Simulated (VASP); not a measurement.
**HgTe (zinc blende): computed properties**

These are PBE GGA, VASP's PBE PAW potentials (set 64) (plane waves; VASP) values and carry that method's errors.

```yaml
space_group: F-43m (216)
cell: a = 6.6538 Å, b = 6.6538 Å, c = 6.6538 Å, α = 90.00°, β = 90.00°, γ = 90.00°
volume_per_atom: 36.82 Å³/atom
band gap (over mesh and band path): none (metal, semimetal or under 0.01 eV)
band_gap_with_spin_orbit_coupling: none (metallic)
density: 7.40 g/cm³
```

```yaml
crystal:
  lattice:
    - [0.00000, 3.32690, 3.32690]
    - [3.32690, 0.00000, 3.32690]
    - [3.32690, 3.32690, 0.00000]
  atoms:
    - { symbol: Hg, position: [0.00000, 0.00000, 0.00000] }
    - { symbol: Te, position: [0.25000, 0.25000, 0.25000] }
```

Measured: a 6.460 Å (computed value off by +3.0 %), as given by R. J. Cava et al., Journal of Materials Chemistry C (2013), arXiv:1302.1059. The calculation is for a static lattice, while the measured a holds thermal and zero-point effects, which are part of the difference. Unless said otherwise, spin-orbit coupling is left out, though it shifts the bands of the heavy elements here.

The compound is HgTe in the zinc blende structure. It was relaxed first, which changed the volume by +9 %. Symmetry was kept, so distortions that lower it aren't found.
